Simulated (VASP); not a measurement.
Level of theory: r2SCAN meta-GGA, VASP's PBE PAW potentials (set 64) (plane waves; VASP 6.6.1).

The input files of a VASP run:

**KPOINTS**
```
Automatic
0
gamma
 14 14 14
```

### POSCAR
```
Ti
1
   -1.6402840000     1.6402840000     1.6402840000
    1.6402840000    -1.6402840000     1.6402840000
    1.6402840000     1.6402840000    -1.6402840000
Ti
1
Direct
  0.0000000000   0.0000000000   0.0000000000
```

INCAR:
```
! general
SYSTEM   =  Ti
PREC     =  Accurate
ENCUT    =  400
LREAL    =  .False.
LASPH    =  .True.

! electronic loop
EDIFF    =  1E-6
NELM     =  100
ALGO     =  Normal
LMAXMIX  =  4
LMIXTAU  =  .True.

! smearing
ISMEAR   =  1
SIGMA    =  0.1

! functional
METAGGA  =  R2SCAN

! ions
IBRION   =  2
NSW      =  60
ISIF     =  3
EDIFFG   =  -0.01

! output
LWAVE    =  .False.
LCHARG   =  .False.
```

POTCAR, in this order: Ti_sv (PBE.64 set). Program: vasp_std.

The resulting files:

**OUTCAR**
```
 ion  position               nearest neighbor table
   1  0.000  0.000  0.000-
  LATTYP: Found a body centered cubic cell.
 ALAT       =     3.2805680000
 Subroutine PRICEL returns:
 Original cell was already a primitive cell.
 Subroutine GETGRP returns: Found 48 space group operations
The static configuration has the point symmetry O_h .
The dynamic configuration has the point symmetry O_h .
 Subroutine INISYM returns: Found 48 space group operations
 Subroutine IBZKPT returns following result:
 Found    104 irreducible k-points:

 Following reciprocal coordinates:
            Coordinates               Weight
  0.000000  0.000000  0.000000      1.000000
  0.071429  0.000000  0.000000     12.000000
  0.142857  0.000000  0.000000     12.000000
  0.214286  0.000000  0.000000     12.000000
  0.285714  0.000000  0.000000     12.000000
  0.357143  0.000000  0.000000     12.000000
  0.428571  0.000000  0.000000     12.000000
  0.500000  0.000000  0.000000      6.000000
  0.071429  0.071429  0.000000     24.000000
  0.142857  0.071429  0.000000     48.000000
  0.214286  0.071429 -0.000000     48.000000
  0.285714  0.071429  0.000000     48.000000
  0.357143  0.071429  0.000000     48.000000
  0.428571  0.071429  0.000000     48.000000
  0.142857  0.142857  0.000000     24.000000
  0.214286  0.142857  0.000000     48.000000
  0.285714  0.142857  0.000000     48.000000
  0.357143  0.142857 -0.000000     48.000000
  0.428571  0.142857 -0.000000     24.000000
  0.214286  0.214286  0.000000     24.000000
  0.285714  0.214286 -0.000000     48.000000
  0.357143  0.214286 -0.000000     48.000000
  0.285714  0.285714  0.000000     24.000000
  0.357143  0.285714  0.000000     24.000000
  0.071429  0.071429  0.071429      8.000000
  0.142857  0.071429  0.071429     24.000000
  0.214286  0.071429  0.071429     24.000000
  0.285714  0.071429  0.071429     24.000000
  0.357143  0.071429  0.071429     24.000000
  0.428571  0.071429  0.071429     12.000000
 -0.071429  0.071429  0.071429      6.000000
  0.142857  0.142857  0.071429     24.000000
  0.214286  0.142857  0.071429     48.000000
  0.285714  0.142857  0.071429     48.000000
  0.357143  0.142857  0.071429     48.000000
 -0.142857  0.142857  0.071429     24.000000
  0.214286  0.214286  0.071429     24.000000
  0.285714  0.214286  0.071429     48.000000
  0.357143  0.214286  0.071429     24.000000
 -0.214286  0.214286  0.071429     24.000000
   k-points           NKPTS =    104   k-points in BZ     NKDIM =    104   number of bands    NBANDS=     10
   number of dos      NEDOS =    301   number of ions     NIONS =      1
   total plane-waves  NPLWV =   8000
   dimension x,y,z NGX =    20 NGY =   20 NGZ =   20
   dimension x,y,z NGXF=    40 NGYF=   40 NGZF=   40
   ions per type =               1
   PREC   = accura    normal or accurate (medium, high low for compatibility)
   ISTART =      0    job   : 0-new  1-cont  2-samecut
   ICHARG =      2    charge: 1-file 2-atom 10-const
   ISPIN  =      1    spin polarized calculation?
   LNONCOLLINEAR =      F non collinear calculations
   LSORBIT =      F    spin-orbit coupling
   INIWAV =      1    electr: 0-lowe 1-rand  2-diag
   ENCUT  =  400.0 eV  29.40 Ry    5.42 a.u.   4.63  4.63  4.63*2*pi/ulx,y,z
   NELM   =    100;   NELMIN=  2; NELMDL= -5     # of ELM steps
   EDIFF  = 0.1E-05   stopping-criterion for ELM
   LREAL  =      F    real-space projection
   NLSPLINE    = F    spline interpolate recip. space projectors
   LMAXMIX     =    4 max onsite mixed and CHGCAR
   VOSKOWN=      0    Vosko Wilk Nusair interpolation
...
```

File OSZICAR:
```
       N       E                     dE             d eps       ncg     rms          rms(c)
DAV:   1     0.618776868073E+02    0.61878E+02   -0.60660E+03  2086   0.124E+03
DAV:   2    -0.132923267288E+02   -0.75170E+02   -0.73865E+02  2156   0.301E+02
DAV:   3    -0.170125944389E+02   -0.37203E+01   -0.36564E+01  2634   0.717E+01
DAV:   4    -0.171616635484E+02   -0.14907E+00   -0.14863E+00  2648   0.116E+01
DAV:   5    -0.171649325354E+02   -0.32690E-02   -0.32685E-02  2628   0.143E+00    0.982E+00
DAV:   6    -0.126689764905E+02    0.44960E+01   -0.12540E+01  2542   0.527E+01    0.129E+00
DAV:   7    -0.129968490907E+02   -0.32787E+00   -0.21180E+00  2478   0.165E+01    0.205E+00
DAV:   8    -0.130550825121E+02   -0.58233E-01   -0.39890E-02  2218   0.225E+00    0.234E+00
DAV:   9    -0.128187453955E+02    0.23634E+00   -0.95696E-01  2580   0.142E+01    0.981E-01
DAV:  10    -0.128009568723E+02    0.17789E-01   -0.93176E-02  2436   0.473E+00    0.236E-01
DAV:  11    -0.128052159995E+02   -0.42591E-02   -0.55771E-03  2278   0.981E-01    0.127E-01
DAV:  12    -0.128031675356E+02    0.20485E-02   -0.14697E-03  2092   0.543E-01    0.937E-02
DAV:  13    -0.128035272812E+02   -0.35975E-03   -0.44162E-04  3378   0.185E-01    0.246E-02
DAV:  14    -0.128035268936E+02    0.38756E-06   -0.34808E-05  2220   0.791E-02    0.192E-02
DAV:  15    -0.128035305982E+02   -0.37046E-05   -0.35520E-06  2106   0.236E-02    0.193E-02
DAV:  16    -0.128035244917E+02    0.61066E-05   -0.29369E-05  2152   0.669E-02    0.577E-03
DAV:  17    -0.128035203411E+02    0.41506E-05   -0.16905E-06  1770   0.187E-02    0.197E-03
DAV:  18    -0.128035197489E+02    0.59220E-06   -0.10773E-06  1490   0.771E-03
   1 F= -.12803520E+02 E0= -.12803608E+02  d E =-.128035E+02
       N       E                     dE             d eps       ncg     rms          rms(c)
DAV:   1    -0.132278088166E+02   -0.42429E+00   -0.97528E+00  2104   0.501E+01    0.558E+00
DAV:   2    -0.127955420346E+02    0.43227E+00   -0.15580E+00  2142   0.186E+01    0.130E+00
DAV:   3    -0.127866075184E+02    0.89345E-02   -0.13514E-01  2598   0.330E+00    0.383E-01
DAV:   4    -0.127939723146E+02   -0.73648E-02   -0.12702E-02  2114   0.140E+00    0.260E-01
DAV:   5    -0.128056993054E+02   -0.11727E-01   -0.61307E-02  2846   0.219E+00    0.333E-01
DAV:   6    -0.128063034375E+02   -0.60413E-03   -0.55236E-04  2134   0.238E-01    0.349E-01
DAV:   7    -0.128043524297E+02    0.19510E-02   -0.41366E-03  2548   0.965E-01    0.164E-01
DAV:   8    -0.128049590345E+02   -0.60660E-03   -0.10122E-03  2426   0.333E-01    0.690E-02
DAV:   9    -0.128049214425E+02    0.37592E-04   -0.51766E-05  2320   0.734E-02    0.622E-02
DAV:  10    -0.128049310424E+02   -0.96000E-05   -0.54743E-06  2204   0.262E-02    0.407E-02
DAV:  11    -0.128049357170E+02   -0.46746E-05   -0.17959E-05  2938   0.469E-02    0.631E-03
DAV:  12    -0.128049415250E+02   -0.58080E-05   -0.91120E-07  1180   0.146E-02    0.103E-03
DAV:  13    -0.128049418129E+02   -0.28790E-06   -0.25471E-07  1040   0.667E-03
   2 F= -.12804942E+02 E0= -.12804854E+02  d E =-.142206E-02
       N       E                     dE             d eps       ncg     rms          rms(c)
DAV:   1    -0.128975831499E+02   -0.92642E-01   -0.20435E+00  2128   0.238E+01    0.259E+00
DAV:   2    -0.128046279132E+02    0.92955E-01   -0.37100E-01  2140   0.874E+00    0.564E-01
DAV:   3    -0.128042884164E+02    0.33950E-03   -0.30839E-02  2826   0.147E+00    0.146E-01
DAV:   4    -0.128059007960E+02   -0.16124E-02   -0.23443E-03  2094   0.666E-01    0.119E-01
DAV:   5    -0.128086873355E+02   -0.27865E-02   -0.16452E-02  2766   0.114E+00    0.174E-01
DAV:   6    -0.128079108373E+02    0.77650E-03   -0.57792E-04  2292   0.317E-01    0.111E-01
DAV:   7    -0.128080932538E+02   -0.18242E-03   -0.20178E-04  2092   0.204E-01    0.327E-02
DAV:   8    -0.128080976149E+02   -0.43610E-05   -0.17582E-05  2114   0.592E-02    0.308E-02
DAV:   9    -0.128080934707E+02    0.41442E-05   -0.51245E-06  2086   0.343E-02    0.211E-02
DAV:  10    -0.128080832083E+02    0.10262E-04   -0.93180E-06  2794   0.481E-02    0.212E-03
DAV:  11    -0.128080821153E+02    0.10929E-05   -0.51007E-07  1112   0.925E-03    0.110E-03
DAV:  12    -0.128080814472E+02    0.66811E-06   -0.79845E-08  1040   0.382E-03
   3 F= -.12808081E+02 E0= -.12808095E+02  d E =-.456170E-02
```

**OUTCAR**
```
------------------------ aborting loop because EDIFF is reached ----------------------------------------
  FORCE on cell =-STRESS in cart. coord.  units (eV):
  Direction    XX          YY          ZZ          XY          YZ          ZX
  --------------------------------------------------------------------------------------
  Total       -0.0042653     -0.0042653     -0.0042653     -0.0000000     -0.0000000      0.0000000
  in kB       -0.3976881     -0.3976881     -0.3976881     -0.0000000     -0.0000000      0.0000000
  external PRESSURE =      -0.3976881 kB  Pullay stress =       0.0000000 kB
  volume of cell :       17.18
      direct lattice vectors                 reciprocal lattice vectors
    -1.625619991  1.625619991  1.625619991     0.000000000  0.307574958  0.307574958
     1.625619991 -1.625619991  1.625619991     0.307574958  0.000000000  0.307574958
     1.625619991  1.625619991 -1.625619991     0.307574958  0.307574958  0.000000000
 POSITION                                       TOTAL-FORCE (eV/Angst)
 -----------------------------------------------------------------------------------
      0.00000      0.00000      0.00000        -0.000000     -0.000000      0.000000
 -----------------------------------------------------------------------------------
    total drift:                                0.000000      0.000000      0.000000
  FREE ENERGIE OF THE ION-ELECTRON SYSTEM (eV)
  ---------------------------------------------------
  free  energy   TOTEN  =       -12.8080814472 eV

  energy  without entropy=      -12.8081218097  energy(sigma->0) =      -12.80809490

 reached required accuracy - stopping structural energy minimisation
```
(Selected blocks of OUTCAR.)

CONTCAR:
```
Ti
   1.00000000000000
    -1.6256199912887228    1.6256199912887228    1.6256199912887228
     1.6256199912887228   -1.6256199912887228    1.6256199912887228
     1.6256199912887228    1.6256199912887228   -1.6256199912887228
  Ti
     1
Direct
     0.0000000000000000    0.0000000000000000    0.0000000000000000
```

Energy and stress use the plane-wave basis of the starting cell.

The structure was generated: Ti was put into the bcc type (Im-3m), which need not be its known phase. This run relaxes it. Symmetry was kept, so distortions that lower it aren't found.
